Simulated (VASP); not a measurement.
Output of a VASP run:

File OUTCAR:
```
 ion  position               nearest neighbor table
   1  0.500  0.000  0.000-  54 2.10  61 2.11  59 2.12  46 2.12  62 2.12  63 2.12  15 3.00  23 3.00
                            24 3.00  31 3.00   2 3.00   3 3.00   5 3.00   7 3.00   8 3.00  13 3.00
   2  0.750  0.250  0.000-  54 2.08  33 2.11  44 2.12  42 2.12  62 2.12  55 2.15   6 3.00  24 3.00
                            25 3.00  29 3.00   3 3.00   4 3.00   1 3.00  13 3.00  14 3.00  16 3.00
   3  0.750  0.000  0.250-  33 2.08  37 2.12  38 2.12  46 2.12  49 2.12  62 2.12  18 2.99   1 3.00
                            19 3.00  22 3.00  26 3.00   2 3.00   4 3.00   7 3.00  11 3.00  12 3.00
   4  0.000  0.000  0.000-  38 2.12  44 2.12  53 2.12  56 2.12  62 2.12  63 2.12  15 3.00  16 3.00
                            23 3.00  26 3.00  29 3.00  32 3.00   2 3.00   3 3.00   5 3.00   7 3.00
   5  0.250  0.250  0.000-  44 2.12  50 2.12  63 2.12  36 2.13  60 2.14  54 2.16   9 2.96   6 2.98
                            24 3.00  29 3.00  30 3.00   1 3.00   8 3.00   4 3.00  14 3.00  16 3.00
   6  0.499  0.498  0.004-  55 2.09  60 2.10  64 2.10  54 2.13  61 2.15  51 2.15   9 2.93   5 2.98
                            10 2.99  18 3.00   2 3.00  15 3.00  24 3.01  30 3.02   7 3.02  25 3.03
   7  0.750  0.750  0.000-  55 2.10  61 2.12  56 2.12  52 2.12  62 2.12  37 2.17  10 2.98  18 2.99
                            26 3.00  31 3.00  32 3.00   4 3.00   1 3.00  13 3.00  14 3.00   3 3.00
   8  0.250  0.000  0.250-  45 2.09  36 2.11  38 2.12  46 2.12  57 2.12  63 2.12   9 2.99  19 3.00
                            20 3.00  26 3.00  28 3.00   4 3.00   5 3.00   1 3.00  11 3.00  15 3.00
   9  0.494  0.255  0.248-  36 2.03  64 2.13  54 2.13  33 2.16  46 2.16  39 2.19   6 2.93   5 2.96
                            20 2.98   8 2.99  17 3.00  21 3.01   1 3.02   2 3.03  10 3.03  11 3.04
  10  0.749  0.505  0.252-  37 2.09  64 2.10  40 2.11  34 2.13  55 2.14  33 2.21  18 2.94  22 2.96
                            26 2.98   7 2.98   6 2.99  27 2.99  14 3.01  12 3.02  21 3.03   9 3.03
  11  0.500  0.000  0.500-  39 2.09  48 2.10  46 2.12  49 2.12  57 2.12  59 2.12  18 2.99  23 3.00
                            24 3.00  28 3.00  31 3.00   8 3.00  12 3.00  13 3.00   3 3.00  20 3.00
  12  0.750  0.250  0.500-  40 2.11  35 2.12  42 2.12  49 2.12  33 2.13  39 2.14  25 3.00  27 3.00
                            29 3.00   3 3.00  11 3.00  13 3.00  16 3.00  19 3.00  24 3.00  10 3.02
  13  0.750  0.000  0.750-  42 2.12  49 2.12  52 2.12  53 2.12  59 2.12  62 2.12  19 3.00  22 3.00
                            24 3.00  29 3.00  31 3.00  32 3.00   1 3.00   2 3.00   4 3.00   7 3.00
  14  0.000  0.500  0.000-  34 2.12  43 2.12  44 2.12  56 2.12  60 2.14  55 2.17  17 3.00  26 3.00
                            29 3.00  30 3.00  32 3.00   5 3.00   7 3.00  15 3.00  16 3.00   2 3.00
  15  0.250  0.750  0.000-  45 2.09  60 2.10  58 2.12  56 2.12  63 2.12  61 2.12  17 3.00  30 3.00
                            31 3.00  32 3.00   4 3.00   8 3.00  14 3.00   1 3.00  23 3.00  26 3.00
  16  0.000  0.250  0.250-  34 2.12  35 2.12  38 2.12  44 2.12  33 2.14  36 2.17  14 3.00  19 3.00
                            20 3.00  27 3.00   2 3.00   3 3.00   4 3.00   5 3.00   8 3.00  12 3.00
  17  0.244  0.506  0.255-  47 2.06  34 2.08  45 2.11  60 2.18  36 2.18  64 2.19  26 2.93  27 2.94
                            28 2.94  21 2.99  14 3.00  15 3.00  16 3.00  20 3.00   9 3.00  18 3.02
  18  0.504  0.749  0.253-  64 2.06  48 2.07  37 2.07  45 2.12  46 2.13  61 2.17  10 2.94  22 2.96
                             3 2.99  21 2.99  11 2.99   7 2.99   6 3.00  28 3.01  17 3.02   1 3.02
  19  0.000  0.000  0.500-  35 2.12  38 2.12  41 2.12  49 2.12  53 2.12  57 2.12  22 3.00  23 3.00
                            26 3.00  28 3.00  29 3.00  32 3.00   3 3.00   8 3.00  12 3.00  13 3.00
  20  0.250  0.250  0.500-  39 2.10  36 2.12  35 2.12  50 2.12  57 2.12  47 2.15   9 2.98  21 2.98
                            27 3.00  29 3.00  30 3.00  11 3.00  16 3.00  19 3.00   8 3.00  23 3.00
  21  0.495  0.501  0.503-  51 2.10  47 2.11  48 2.14  64 2.14  39 2.17  40 2.21  30 2.95  28 2.96
                            20 2.98  31 2.98  18 2.99  17 2.99  24 2.99   9 3.01  25 3.01  22 3.02
  22  0.750  0.750  0.500-  37 2.08  48 2.08  41 2.12  49 2.12  52 2.12  40 2.13  10 2.96  18 2.96
                            27 3.00  31 3.00  32 3.00  11 3.00  13 3.00   3 3.00  19 3.00  25 3.00
  23  0.250  0.000  0.750-  50 2.12  53 2.12  57 2.12  58 2.12  59 2.12  63 2.12  20 3.00  24 3.00
                            28 3.00  29 3.00  31 3.00  32 3.00   1 3.00   4 3.00   5 3.00  11 3.00
  24  0.500  0.250  0.750-  39 2.07  54 2.10  50 2.12  51 2.12  42 2.12  59 2.12  21 2.99   1 3.00
                            23 3.00  25 3.00  30 3.00   2 3.00   5 3.00  11 3.00  12 3.00  13 3.00
  25  0.750  0.500  0.750-  55 2.12  43 2.12  51 2.12  52 2.12  42 2.12  40 2.13  27 3.00  29 3.00
                            31 3.00  32 3.00   2 3.00   7 3.00  12 3.00  14 3.00  22 3.00  24 3.00
  26  0.000  0.750  0.250-  34 2.12  38 2.12  41 2.12  56 2.12  37 2.14  45 2.15  17 2.93  10 2.98
                            19 3.00  22 3.00  27 3.00  28 3.00   7 3.00   8 3.00   3 3.00  14 3.00
  27  0.000  0.500  0.500-  40 2.08  47 2.10  34 2.12  41 2.12  43 2.12  35 2.12  17 2.94  10 2.99
                            28 3.00  29 3.00  30 3.00  32 3.00  16 3.00  12 3.00  20 3.00  22 3.00
  28  0.250  0.750  0.500-  47 2.09  41 2.12  57 2.12  58 2.12  45 2.16  48 2.16  17 2.94  21 2.96
                            30 3.00  31 3.00  32 3.00   8 3.00  19 3.00  11 3.00  23 3.00  26 3.00
  29  0.000  0.250  0.750-  35 2.12  42 2.12  43 2.12  44 2.12  50 2.12  53 2.12  19 3.00  20 3.00
                            23 3.00  25 3.00  27 3.00  30 3.00   2 3.00   4 3.00   5 3.00  12 3.00
  30  0.250  0.500  0.750-  60 2.11  50 2.12  51 2.12  58 2.12  43 2.12  47 2.14  21 2.95  28 3.00
                            29 3.00  31 3.00  32 3.00  14 3.00  15 3.00  20 3.00   5 3.00  24 3.00
  31  0.500  0.750  0.750-  61 2.09  52 2.12  58 2.12  59 2.12  51 2.12  48 2.15  21 2.98  23 3.00
                            25 3.00  28 3.00  30 3.00   7 3.00  11 3.00  13 3.00  15 3.00   1 3.00
  32  0.000  0.750  0.750-  41 2.12  43 2.12  52 2.12  53 2.12  56 2.12  58 2.12  22 3.00  23 3.00
                            25 3.00  27 3.00  28 3.00  30 3.00   4 3.00   7 3.00  13 3.00  14 3.00
  33  0.748  0.245  0.249-   3 2.08   2 2.11  12 2.13  16 2.14   9 2.16  10 2.21
  34  0.000  0.500  0.250-  17 2.08  16 2.12  14 2.12  26 2.12  27 2.12  10 2.13
  35  0.000  0.250  0.500-  12 2.12  16 2.12  19 2.12  20 2.12  27 2.12  29 2.12
  36  0.255  0.249  0.250-   9 2.03   8 2.11  20 2.12   5 2.13  16 2.17  17 2.18
  37  0.748  0.751  0.255-  18 2.07  22 2.08  10 2.09   3 2.12  26 2.14   7 2.17
  38  0.000  0.000  0.250-   3 2.12   4 2.12   8 2.12  16 2.12  19 2.12  26 2.12
  39  0.498  0.246  0.506-  24 2.07  11 2.09  20 2.10  12 2.14  21 2.17   9 2.19
  40  0.755  0.499  0.500-  27 2.08  10 2.11  12 2.11  25 2.13  22 2.13  21 2.21
  41  0.000  0.750  0.500-  19 2.12  22 2.12  26 2.12  27 2.12  28 2.12  32 2.12
  42  0.750  0.250  0.750-   2 2.12  12 2.12  13 2.12  24 2.12  25 2.12  29 2.12
  43  0.000  0.500  0.750-  14 2.12  25 2.12  27 2.12  29 2.12  30 2.12  32 2.12
  44  0.000  0.250  0.000-   2 2.12   4 2.12   5 2.12  14 2.12  16 2.12  29 2.12
  45  0.254  0.753  0.246-  15 2.09   8 2.09  17 2.11  18 2.12  26 2.15  28 2.16
  46  0.500  0.000  0.250-   1 2.12   3 2.12   8 2.12  11 2.12  18 2.13   9 2.16
  47  0.247  0.503  0.498-  17 2.06  28 2.09  27 2.10  21 2.11  30 2.14  20 2.15
...
```

**OSZICAR**
```
...
RMM:   3    -0.376244064126E+03    0.20526E-03   -0.29548E-03   645   0.159E-01    0.861E-02
RMM:   4    -0.376243799676E+03    0.26445E-03   -0.14083E-03   645   0.898E-02    0.277E-02
RMM:   5    -0.376243785272E+03    0.14404E-04   -0.12360E-04   616   0.266E-02    0.982E-03
RMM:   6    -0.376243788150E+03   -0.28780E-05   -0.47816E-05   501   0.130E-02
   5 F= -.37624379E+03 E0= -.37624379E+03  d E =-.616114E-01  mag=     1.0000
       N       E                     dE             d eps       ncg     rms          rms(c)
DAV:   1    -0.376249677211E+03   -0.58919E-02   -0.25572E+00   680   0.464E+00    0.238E-01
RMM:   2    -0.376254497295E+03   -0.48201E-02   -0.58323E-02   644   0.654E-01    0.119E-01
RMM:   3    -0.376254252736E+03    0.24456E-03   -0.30094E-03   644   0.161E-01    0.876E-02
RMM:   4    -0.376253970574E+03    0.28216E-03   -0.15973E-03   644   0.943E-02    0.302E-02
RMM:   5    -0.376253950912E+03    0.19662E-04   -0.14836E-04   624   0.279E-02    0.106E-02
RMM:   6    -0.376253953837E+03   -0.29250E-05   -0.58768E-05   504   0.139E-02
   6 F= -.37625395E+03 E0= -.37625395E+03  d E =-.101657E-01  mag=     1.0000
       N       E                     dE             d eps       ncg     rms          rms(c)
DAV:   1    -0.376254091497E+03   -0.14059E-03   -0.79824E-02   760   0.817E-01    0.426E-02
RMM:   2    -0.376254237573E+03   -0.14608E-03   -0.17860E-03   644   0.114E-01    0.205E-02
RMM:   3    -0.376254230308E+03    0.72655E-05   -0.95045E-05   635   0.284E-02    0.150E-02
RMM:   4    -0.376254222126E+03    0.81814E-05   -0.46257E-05   573   0.160E-02
   7 F= -.37625422E+03 E0= -.37625422E+03  d E =-.104340E-01  mag=     1.0000
       N       E                     dE             d eps       ncg     rms          rms(c)
DAV:   1    -0.376254807669E+03   -0.57736E-03   -0.58147E-01   696   0.218E+00    0.106E-01
RMM:   2    -0.376255895392E+03   -0.10877E-02   -0.12110E-02   644   0.291E-01    0.431E-02
RMM:   3    -0.376255861902E+03    0.33490E-04   -0.59566E-04   644   0.714E-02    0.309E-02
RMM:   4    -0.376255824385E+03    0.37517E-04   -0.18758E-04   643   0.325E-02    0.645E-03
RMM:   5    -0.376255825362E+03   -0.97695E-06   -0.15394E-05   393   0.984E-03
   8 F= -.37625583E+03 E0= -.37625583E+03  d E =-.160324E-02  mag=     1.0000
       N       E                     dE             d eps       ncg     rms          rms(c)
DAV:   1    -0.376255343274E+03    0.48111E-03   -0.54612E-01   696   0.211E+00    0.103E-01
RMM:   2    -0.376256369957E+03   -0.10267E-02   -0.11408E-02   644   0.283E-01    0.419E-02
RMM:   3    -0.376256339802E+03    0.30155E-04   -0.56349E-04   644   0.697E-02    0.302E-02
RMM:   4    -0.376256304606E+03    0.35196E-04   -0.17799E-04   643   0.317E-02    0.642E-03
RMM:   5    -0.376256305433E+03   -0.82707E-06   -0.14879E-05   393   0.960E-03
   9 F= -.37625631E+03 E0= -.37625631E+03  d E =-.208331E-02  mag=     1.0000
       N       E                     dE             d eps       ncg     rms          rms(c)
DAV:   1    -0.376256288999E+03    0.15607E-04   -0.31202E-01   696   0.144E+00    0.727E-02
RMM:   2    -0.376256860528E+03   -0.57153E-03   -0.63169E-03   644   0.193E-01    0.292E-02
RMM:   3    -0.376256843813E+03    0.16715E-04   -0.31241E-04   644   0.480E-02    0.215E-02
RMM:   4    -0.376256826295E+03    0.17518E-04   -0.92179E-05   584   0.219E-02    0.504E-03
RMM:   5    -0.376256826560E+03   -0.26474E-06   -0.84890E-06   390   0.668E-03
  10 F= -.37625683E+03 E0= -.37625683E+03  d E =-.521127E-03  mag=     1.0000
```

OUTCAR:
```
------------------------ aborting loop because EDIFF is reached ----------------------------------------
  FORCE on cell =-STRESS in cart. coord.  units (eV):
  Direction    XX          YY          ZZ          XY          YZ          ZX
  --------------------------------------------------------------------------------------
  Total       -7.8425924     -7.8271693     -7.8865047     -0.0025531      0.0033199      0.0018290
  in kB      -20.5548311    -20.5144084    -20.6699219     -0.0066916      0.0087011      0.0047937
  external PRESSURE =     -20.5797205 kB  Pullay stress =       0.0000000 kB
  volume of cell :      611.30
      direct lattice vectors                 reciprocal lattice vectors
     8.486959016  0.000000000  0.000000000     0.117827834  0.000000000  0.000000000
     0.000000000  8.486959016  0.000000000     0.000000000  0.117827834  0.000000000
     0.000000000  0.000000000  8.486959016     0.000000000  0.000000000  0.117827834
  FREE ENERGIE OF THE ION-ELECTRON SYSTEM (eV)
  ---------------------------------------------------
  free  energy   TOTEN  =      -376.2568265597 eV

  energy  without entropy=     -376.2568265597  energy(sigma->0) =     -376.25682656

 total charge

# of ion       s       p       d       tot
------------------------------------------
    1        0.150   0.171   0.073   0.394
    2        0.150   0.172   0.074   0.396
    3        0.150   0.171   0.073   0.394
    4        0.149   0.171   0.074   0.394
    5        0.150   0.172   0.074   0.396
    6        0.155   0.174   0.076   0.404
    7        0.150   0.172   0.074   0.396
    8        0.150   0.171   0.073   0.394
    9        0.155   0.174   0.076   0.405
   10        0.155   0.174   0.076   0.404
   11        0.150   0.171   0.073   0.394
   12        0.150   0.172   0.074   0.396
   13        0.149   0.171   0.074   0.394
   14        0.150   0.171   0.073   0.394
   15        0.150   0.172   0.074   0.396
   16        0.150   0.171   0.073   0.394
   17        0.155   0.174   0.076   0.405
   18        0.155   0.174   0.076   0.404
   19        0.149   0.171   0.074   0.394
   20        0.150   0.172   0.074   0.396
   21        0.155   0.174   0.076   0.404
   22        0.150   0.172   0.074   0.396
   23        0.149   0.171   0.074   0.394
   24        0.150   0.171   0.073   0.394
   25        0.150   0.171   0.073   0.394
   26        0.150   0.171   0.073   0.394
   27        0.150   0.171   0.073   0.395
   28        0.150   0.172   0.074   0.396
   29        0.149   0.171   0.074   0.394
   30        0.150   0.171   0.073   0.394
   31        0.150   0.171   0.073   0.394
   32        0.149   0.171   0.074   0.394
   33        1.573   3.556   0.000   5.129
   34        1.573   3.577   0.000   5.149
   35        1.572   3.557   0.000   5.130
   36        1.573   3.556   0.000   5.129
   37        1.573   3.556   0.000   5.129
   38        1.573   3.561   0.000   5.134
   39        1.573   3.556   0.000   5.129
   40        1.573   3.556   0.000   5.129
   41        1.572   3.557   0.000   5.130
   42        1.572   3.557   0.000   5.130
   43        1.573   3.561   0.000   5.135
   44        1.572   3.557   0.000   5.130
   45        1.573   3.556   0.000   5.129
   46        1.573   3.576   0.000   5.149
   47        1.573   3.556   0.000   5.129
   48        1.573   3.556   0.000   5.129
...
```
(Selected blocks of OUTCAR.)

### POSCAR
```
Mg32FO31
1
    8.4869590160     0.0000000000     0.0000000000
    0.0000000000     8.4869590160    -0.0000000000
   -0.0000000000    -0.0000000000     8.4869590160
Mg O F
32 31 1
Direct
  0.5000000000   0.0000000000   0.0000000000
  0.7500000000   0.2500000000   0.0000000000
  0.7500000000   0.0000000000   0.2500000000
  0.0000000000   0.0000000000   0.0000000000
  0.2500000000   0.2500000000   0.0000000000
  0.4988390000   0.4982770000   0.0037310000
  0.7500000000   0.7500000000   0.0000000000
  0.2500000000   0.0000000000   0.2500000000
  0.4941620000   0.2546850000   0.2482680000
  0.7493760000   0.5048510000   0.2516900000
  0.5000000000   0.0000000000   0.5000000000
  0.7500000000   0.2500000000   0.5000000000
  0.7500000000   0.0000000000   0.7500000000
  0.0000000000   0.5000000000   0.0000000000
  0.2500000000   0.7500000000   0.0000000000
  0.0000000000   0.2500000000   0.2500000000
  0.2443820000   0.5055230000   0.2553200000
  0.5036170000   0.7486570000   0.2525100000
  0.0000000000   0.0000000000   0.5000000000
  0.2500000000   0.2500000000   0.5000000000
  0.4950730000   0.5010400000   0.5026960000
  0.7500000000   0.7500000000   0.5000000000
  0.2500000000   0.0000000000   0.7500000000
  0.5000000000   0.2500000000   0.7500000000
  0.7500000000   0.5000000000   0.7500000000
  0.0000000000   0.7500000000   0.2500000000
  0.0000000000   0.5000000000   0.5000000000
  0.2500000000   0.7500000000   0.5000000000
  0.0000000000   0.2500000000   0.7500000000
  0.2500000000   0.5000000000   0.7500000000
  0.5000000000   0.7500000000   0.7500000000
  0.0000000000   0.7500000000   0.7500000000
  0.7480000000   0.2447740000   0.2486490000
  0.0000000000   0.5000000000   0.2500000000
  0.0000000000   0.2500000000   0.5000000000
  0.2554040000   0.2487850000   0.2503520000
  0.7475970000   0.7505300000   0.2555000000
  0.0000000000   0.0000000000   0.2500000000
  0.4976840000   0.2457110000   0.5056430000
  0.7550720000   0.4988180000   0.4996250000
  0.0000000000   0.7500000000   0.5000000000
  0.7500000000   0.2500000000   0.7500000000
  0.0000000000   0.5000000000   0.7500000000
  0.0000000000   0.2500000000   0.0000000000
  0.2535760000   0.7534970000   0.2458100000
  0.5000000000   0.0000000000   0.2500000000
  0.2468240000   0.5034900000   0.4979880000
  0.5044750000   0.7523940000   0.4961360000
  0.7500000000   0.0000000000   0.5000000000
  0.2500000000   0.2500000000   0.7500000000
  0.5000000000   0.5000000000   0.7500000000
  0.7500000000   0.7500000000   0.7500000000
  0.0000000000   0.0000000000   0.7500000000
  0.5043980000   0.2474750000   0.9972650000
  0.7449030000   0.5031700000   0.9992340000
  0.0000000000   0.7500000000   0.0000000000
  0.2500000000   0.0000000000   0.5000000000
  0.2500000000   0.7500000000   0.7500000000
  0.5000000000   0.0000000000   0.7500000000
  0.2519200000   0.5025390000   0.9989070000
  0.5001940000   0.7514200000   0.9966850000
  0.7500000000   0.0000000000   0.0000000000
  0.2500000000   0.0000000000   0.0000000000
  0.5024760000   0.5053850000   0.2512110000
```

Task: Reconstruct the remaining input files.

Result: One answer among several that fit: the input of the run itself, PBE GGA, plane waves, VASP's PBE PAW potentials (set 64).

### INCAR
```
# general
SYSTEM  = Mg32FO31
PREC    = Normal
ENCUT   = 400
LREAL   = Auto   # projection in real space or not
LASPH   = .TRUE.   # aspherical one-centre terms
ISYM    = 0

# electronic loop
EDIFF   = 1E-5
NELM    = 100   # most electronic steps
NELMIN  = 4
ALGO    = Fast   # Davidson, then RMM-DIIS

# smearing
ISMEAR  = 0
SIGMA   = 0.05   # width (eV)

# functional
GGA     = PE   # PBE

# spin
ISPIN   = 2
MAGMOM  = 64*0.0156
NUPDOWN = 1

# ions
IBRION  = 2   # conjugate gradients
NSW     = 60
ISIF    = 2   # forces and stress, cell fixed
EDIFFG  = -0.03   # ionic stop

# output
LWAVE   = .TRUE.
LCHARG  = .FALSE.
LORBIT  = 10
```

### KPOINTS
```
kpoints
0
Gamma
 1 1 1
```

POTCAR, in this order: Mg O F (PBE.64 set). Program: vasp_gam.

At this cut-off the stress carries a Pulay error, which pulls relaxed volumes low. The supercell is sampled at Γ alone, which is coarse: total energies, pressure and levels can be off, energies of defects by several tenths of an eV.

The cell is a supercell with a defect, built from MgO (rock salt): F_O.
